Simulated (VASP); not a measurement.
Level of theory: PBE GGA, VASP's PBE PAW potentials (set 64) (plane waves; VASP 6.6.1).

VASP input:

**KPOINTS**
```
Automatic mesh
0
Gamma
16 16 16
0 0 0
```

### POSCAR
```
Al
1
   -0.0000000000     1.9819041014     1.9819041014
    1.9819041014     0.0000000000     1.9819041014
    1.9819041014     1.9819041014     0.0000000000
Al
1
Direct
  0.0000000000   0.0000000000   0.0000000000
```

INCAR:
```
LWAVE=.FALSE.
LREAL=.FALSE.
SYSTEM=Al
LCHARG=.FALSE.
EDIFFG=-0.02   # ionic stop
ALGO=Normal
NELM=100   # most electronic steps
ISIF=3
ISMEAR=1   # Methfessel-Paxton
NSW=40   # most ionic steps
EDIFF=1E-6   # SCF stop (eV)
GGA=PE
PREC=Accurate
ENCUT=500   # plane-wave cut-off (eV)
SIGMA=0.1
IBRION=2
PSTRESS=50
LASPH=.TRUE.   # aspherical one-centre terms
```

POTCAR, in this order: Al (PBE.64 set). Program: vasp_std.

Problem. What will the output report for the number of irreducible k-points (NKPTS), largest plane-wave count, number of space-group operations, FFT grid (NGX, NGY, NGZ)?

Solution. 
```
Item                                          Result
--------------------------------------  ------------
number of irreducible k-points (NKPTS)           145
largest plane-wave count                         411
number of space-group operations                  48
FFT grid (NGX, NGY, NGZ)                20 × 20 × 20
```

The compound is Al in the fcc structure. It was relaxed first under an external pressure of 5 GPa.
